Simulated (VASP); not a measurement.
Calculation: PBE GGA, VASP's PBE PAW potentials (set 64) (plane waves; VASP).

VASP input:

### POSCAR
```
SnCl2
1
    4.9515920000     0.0000000000     0.0000000000
    0.0000000000     6.0433790000     0.0000000000
    0.0000000000     0.0000000000     3.7726840000
Sn Cl
2 4
Direct
  0.0000000000   0.0000000000   0.0000000000
  0.5000000000   0.5000000000   0.5000000000
  0.2004000000   0.3787000000   0.0000000000
  0.7004000000   0.1213000000   0.5000000000
  0.2996000000   0.8787000000   0.5000000000
  0.7996000000   0.6213000000   0.0000000000
```

### INCAR
```
# general
SYSTEM  = SnCl2
PREC    = Accurate
ENCUT   = 300   # plane-wave cut-off (eV)
LREAL   = .FALSE.   # projection in real space or not
LASPH   = .TRUE.   # aspherical one-centre terms

# electronic loop
EDIFF   = 1E-6   # SCF stop (eV)
NELM    = 100   # most electronic steps
ALGO    = Normal   # blocked Davidson
LMAXMIX = 4   # l cut-off of mixed one-centre charges

# smearing
ISMEAR  = -1   # Fermi-Dirac
SIGMA   = 0.136   # width (eV)

# functional
GGA     = PE   # PBE

# ions
ISIF    = 2   # forces and stress, cell fixed

# output
LWAVE   = .FALSE.
LCHARG  = .FALSE.
```

### KPOINTS
```
Automatic mesh
0
gamma
 2 2 3
```

POTCAR, in this order: Sn_d Cl (PBE.64 set). Program: vasp_std.

The resulting files:

File OSZICAR:
```
       N       E                     dE             d eps       ncg     rms          rms(c)
DAV:   1     0.527981567889E+03    0.52798E+03   -0.19854E+04   552   0.158E+03
DAV:   2     0.633955627384E+02   -0.46459E+03   -0.45626E+03   584   0.444E+02
DAV:   3    -0.104026131591E+02   -0.73798E+02   -0.72785E+02   640   0.168E+02
DAV:   4    -0.141236860772E+02   -0.37211E+01   -0.34220E+01   624   0.396E+01
DAV:   5    -0.142527355328E+02   -0.12905E+00   -0.12894E+00   776   0.722E+00    0.243E+01
DAV:   6    -0.137300634277E+02    0.52267E+00   -0.11226E+00   706   0.613E+00    0.143E+01
DAV:   7    -0.137140824411E+02    0.15981E-01   -0.64362E-01   655   0.411E+00    0.193E+00
DAV:   8    -0.137023229298E+02    0.11760E-01   -0.10793E-01   714   0.222E+00    0.324E-01
DAV:   9    -0.137028406582E+02   -0.51773E-03   -0.49515E-03   696   0.565E-01    0.150E-01
DAV:  10    -0.137030064079E+02   -0.16575E-03   -0.57574E-04   763   0.153E-01    0.603E-02
DAV:  11    -0.137030414712E+02   -0.35063E-04   -0.62616E-05   679   0.544E-02    0.168E-02
DAV:  12    -0.137030475105E+02   -0.60393E-05   -0.73379E-06   558   0.175E-02    0.644E-03
DAV:  13    -0.137030482452E+02   -0.73472E-06   -0.21353E-06   500   0.146E-02
   1 F= -.13703048E+02 E0= -.13696157E+02  d E =-.137832E-01
```

OUTCAR:
```
------------------------ aborting loop because EDIFF is reached ----------------------------------------
  FORCE on cell =-STRESS in cart. coord.  units (eV):
  Direction    XX          YY          ZZ          XY          YZ          ZX
  --------------------------------------------------------------------------------------
  Total       34.8910702     32.0800807     27.2698030      0.0000000      0.0000000      0.0000000
  in kB      495.1647936    455.2719785    387.0057962      0.0000000      0.0000000      0.0000000
  external PRESSURE =     445.8141894 kB  Pullay stress =       0.0000000 kB
  volume of cell :      112.90
      direct lattice vectors                 reciprocal lattice vectors
     4.951592000  0.000000000  0.000000000     0.201955250  0.000000000  0.000000000
     0.000000000  6.043379000  0.000000000     0.000000000  0.165470344  0.000000000
     0.000000000  0.000000000  3.772684000     0.000000000  0.000000000  0.265063281
 POSITION                                       TOTAL-FORCE (eV/Angst)
 -----------------------------------------------------------------------------------
      0.00000      0.00000      0.00000         0.000000      0.000000      0.000000
      2.47580      3.02169      1.88634         0.000000      0.000000      0.000000
      0.99230      2.28863      0.00000         1.057176     -1.178760     -0.000000
      3.46810      0.73306      1.88634         1.057176      1.178760      0.000000
      1.48350      5.31032      1.88634        -1.057176     -1.178760      0.000000
      3.95929      3.75475      0.00000        -1.057176      1.178760      0.000000
 -----------------------------------------------------------------------------------
    total drift:                                0.000000      0.000000      0.000000
  FREE ENERGIE OF THE ION-ELECTRON SYSTEM (eV)
  ---------------------------------------------------
  free  energy   TOTEN  =       -13.7030482452 eV

  energy  without entropy=      -13.6892650526  energy(sigma->0) =      -13.69615665
```
(Selected blocks of OUTCAR.)

At this cut-off the stress carries a Pulay error, which pulls relaxed volumes low.

The structure was generated: SnCl2 was put into an ordered model structure, which need not be its known phase. The cell was not relaxed at this level. The k-mesh is coarse (spacing up to 0.63 per Å, 2π included), so the numbers may not be converged in it. The run is one of a series of settings (KPOINTS 2×2×3 Γ-centred mesh against the base run), some of them coarse on purpose.
